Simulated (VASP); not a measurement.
```
PbF2
1.0
    0.00000     2.99759     2.99759
    2.99759     0.00000     2.99759
    2.99759     2.99759     0.00000
Pb F
1 2
Direct
  0.00000   0.00000   0.00000
  0.25000   0.25000   0.25000
  0.75000   0.75000   0.75000
```

Computed with PBE GGA, VASP's PBE PAW potentials (set 64) (plane waves; VASP 6.6.1). Settings: PREC = Normal, EDIFF = 1E-5, 450 eV cut-off, 9×9×9 Γ-centred mesh, Gaussian smearing of 0.050 eV, potentials Pb_d F.

At this cut-off the stress carries a Pulay error, which pulls relaxed volumes low.

Question: Give the stress tensor in GPa (positive for a compressed cell).

Answer: 
```
-1.72   0.00   0.00
 0.00  -1.72   0.00
 0.00   0.00  -1.72
```
The pressure is its mean diagonal, -1.72 GPa.

The compound is PbF2 in the fluorite structure, the β form. It was relaxed first.
